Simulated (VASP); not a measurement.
The input files of a VASP run:

### INCAR
```
# general
SYSTEM   =  WSi2
PREC     =  Accurate
ENCUT    =  400
LREAL    =  F   # projection in real space or not
LASPH    =  T   # aspherical one-centre terms

# electronic loop
EDIFF    =  1E-6
NELM     =  100
ALGO     =  Normal   # blocked Davidson
LMAXMIX  =  6   # l cut-off of mixed one-centre charges

# smearing
ISMEAR   =  1
SIGMA    =  0.1   # width (eV)

# functional
GGA      =  PE   # PBE

# ions
ISIF     =  2   # forces and stress, cell fixed

# output
LWAVE    =  F
LCHARG   =  F
```

File POSCAR:
```
WSi2
1.0
 -1.6050000000   1.6050000000   3.9150000000
  1.6050000000  -1.6050000000   3.9150000000
  1.6050000000   1.6050000000  -3.9150000000
Si W
2 1
direct
  0.6650000000   0.6650000000   0.0000000000
  0.3350000000   0.3350000000   0.0000000000
  0.0000000000   0.0000000000   0.0000000000
```

**KPOINTS**
```
Automatic
0
gamma
  10 10 10
```

POTCAR, in this order: Si W_sv (PBE.64 set). Program: vasp_std.

Problem. Write an equivalent input for Quantum ESPRESSO's pw.x.

Solution. One equivalent input (not run):
```
&CONTROL
  calculation = 'scf'
  pseudo_dir = './pseudo'
  outdir = './out'
  tprnfor = .true.
  tstress = .true.
/
&SYSTEM
  ibrav = 0
  nat = 3
  ntyp = 2
  ecutwfc = 74
  occupations = 'smearing'
  smearing = 'methfessel-paxton'
  degauss = 0.00735
  input_dft = 'pbe'
/
&ELECTRONS
  conv_thr = 7.3e-08
  electron_maxstep = 100
/
ATOMIC_SPECIES
  Si 28.085 Si.upf
  W 183.840 W.upf
CELL_PARAMETERS angstrom
    -1.6050000    1.6050000    3.9150000
     1.6050000   -1.6050000    3.9150000
     1.6050000    1.6050000   -3.9150000
ATOMIC_POSITIONS crystal
  Si   0.6650000  0.6650000  0.0000000
  Si   0.3350000  0.3350000  0.0000000
  W    0.0000000  0.0000000  0.0000000
K_POINTS automatic
  10 10 10 0 0 0
```
What does not carry over: the potentials are each code's own (VASP's PAW set, PseudoDojo norm-conserving files in pw.x), so ENCUT and ecutwfc are chosen apart and not converted; conv_thr bounds pw.x's estimated SCF error, while EDIFF bounds the energy change between steps.

The compound is WSi2 in the MoSi2 type structure. The cell was not relaxed at this level.
